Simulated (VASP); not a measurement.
Computed with PW91 GGA, VASP's PBE PAW potentials (set 64) (plane waves; VASP 6.6.1).

VASP ran on this input.

**INCAR**
```
SYSTEM = BP
PREC = Accurate
ENCUT = 520
EDIFF = 1E-7
NELM = 100
ALGO = Normal
LREAL = .FALSE.
LASPH = .TRUE.
ISMEAR = -5
GGA = 91
LWAVE = .FALSE.
LCHARG = .TRUE.
LORBIT = 11
NEDOS = 601
ISIF = 2
```

### KPOINTS
```
kpoints
0
Gamma
 11 11 11
0 0 0
```

POSCAR:
```
BP
2.27410
  0.0000000000   1.0000000651   1.0000000651
  1.0000000651   0.0000000000   1.0000000651
  1.0000000651   1.0000000651   0.0000000000
B P
1 1
direct
  0.0000000000   0.0000000000   0.0000000000
  0.2500000000   0.2500000000   0.2500000000
```

POTCAR, in this order: B P (PBE.64 set). Program: vasp_std.

The run wrote:

File OSZICAR:
```
       N       E                     dE             d eps       ncg     rms          rms(c)
DAV:   1     0.115343294595E+02    0.11534E+02   -0.41982E+03   896   0.903E+02
DAV:   2    -0.133337483711E+02   -0.24868E+02   -0.24195E+02  1408   0.113E+02
DAV:   3    -0.136227752881E+02   -0.28903E+00   -0.28903E+00  1048   0.160E+01
DAV:   4    -0.136235803752E+02   -0.80509E-03   -0.80509E-03  1472   0.819E-01
DAV:   5    -0.136235807053E+02   -0.33014E-06   -0.33014E-06  1016   0.139E-02    0.685E+00
DAV:   6    -0.130304226633E+02    0.59316E+00   -0.15936E+00   968   0.687E+00    0.373E+00
DAV:   7    -0.129385741041E+02    0.91849E-01   -0.25764E-01  1352   0.307E+00    0.126E+00
DAV:   8    -0.129301203068E+02    0.84538E-02   -0.30039E-02  1000   0.116E+00    0.220E-01
DAV:   9    -0.129303366721E+02   -0.21637E-03   -0.41301E-04  1296   0.190E-01    0.141E-01
DAV:  10    -0.129304811064E+02   -0.14443E-03   -0.24516E-04   976   0.121E-01    0.255E-02
DAV:  11    -0.129304903971E+02   -0.92907E-05   -0.10697E-05  1264   0.290E-02    0.358E-02
DAV:  12    -0.129304908237E+02   -0.42664E-06   -0.36227E-06  1056   0.112E-02    0.806E-03
DAV:  13    -0.129304908050E+02    0.18650E-07   -0.74924E-08   592   0.250E-03
   1 F= -.12930491E+02 E0= -.12930491E+02  d E =0.000000E+00
```

### OUTCAR
```
------------------------ aborting loop because EDIFF is reached ----------------------------------------
  FORCE on cell =-STRESS in cart. coord.  units (eV):
  Direction    XX          YY          ZZ          XY          YZ          ZX
  --------------------------------------------------------------------------------------
  Total       -0.0003542     -0.0003542     -0.0003542      0.0000000      0.0000000      0.0000000
  in kB       -0.0241300     -0.0241300     -0.0241300      0.0000000      0.0000000      0.0000000
  external PRESSURE =      -0.0241300 kB  Pullay stress =       0.0000000 kB
  volume of cell :       23.52
      direct lattice vectors                 reciprocal lattice vectors
     0.000000000  2.274100148  2.274100148    -0.219867186  0.219867186  0.219867186
     2.274100148  0.000000000  2.274100148     0.219867186 -0.219867186  0.219867186
     2.274100148  2.274100148  0.000000000     0.219867186  0.219867186 -0.219867186
  FREE ENERGIE OF THE ION-ELECTRON SYSTEM (eV)
  ---------------------------------------------------
  free  energy   TOTEN  =       -12.9304908050 eV

  energy  without entropy=      -12.9304908050  energy(sigma->0) =      -12.93049081

 total charge

# of ion       s       p       d       tot
------------------------------------------
    1        0.665   1.267   0.000   1.932
    2        0.992   1.575   0.000   2.566
--------------------------------------------------
tot          1.657   2.842   0.000   4.499
```
(Selected blocks of OUTCAR.)

OUTCAR:
```
 val. band max:        7.3022411605   @ k =   0.0000   0.0000   0.0000

 cond. band min:       8.6183947542   @ k =   0.4545   0.4545   0.0000


 Fermi energy:         7.3468712422

 k-point     1 :       0.0000    0.0000    0.0000
  band No.  band energies     occupation
      1      -8.0679      2.00000
      2       7.3022      2.00000
      3       7.3022      2.00000
      4       7.3022      2.00000
      5      10.7235      0.00000
      6      10.7235      0.00000
      7      10.7235      0.00000
      8      14.5827      0.00000

 k-point     2 :       0.0909    0.0000    0.0000
  band No.  band energies     occupation
      1      -7.9199      2.00000
      2       6.2011      2.00000
      3       7.0562      2.00000
      4       7.0562      2.00000
      5      11.0648      0.00000
      6      11.0648      0.00000
      7      11.1049      0.00000
      8      15.0208      0.00000

 k-point     3 :       0.1818    0.0000    0.0000
  band No.  band energies     occupation
      1      -7.4805      2.00000
      2       4.1266      2.00000
      3       6.5595      2.00000
      4       6.5595      2.00000
      5      11.3298      0.00000
      6      11.7264      0.00000
      7      11.7264      0.00000
      8      16.0729      0.00000

 k-point     4 :       0.2727    0.0000    0.0000
  band No.  band energies     occupation
      1      -6.7684      2.00000
      2       1.9645      2.00000
      3       6.0897      2.00000
      4       6.0897      2.00000
      5      11.2658      0.00000
      6      12.1413      0.00000
      7      12.1413      0.00000
      8      17.0544      0.00000

 k-point     5 :       0.3636    0.0000    0.0000
  band No.  band energies     occupation
      1      -5.8423      2.00000
      2       0.0073      2.00000
      3       5.7533      2.00000
      4       5.7533      2.00000
      5      11.1486      0.00000
      6      12.1607      0.00000
      7      12.1607      0.00000
...
```

The compound is BP in the zinc blende structure. It was relaxed first.
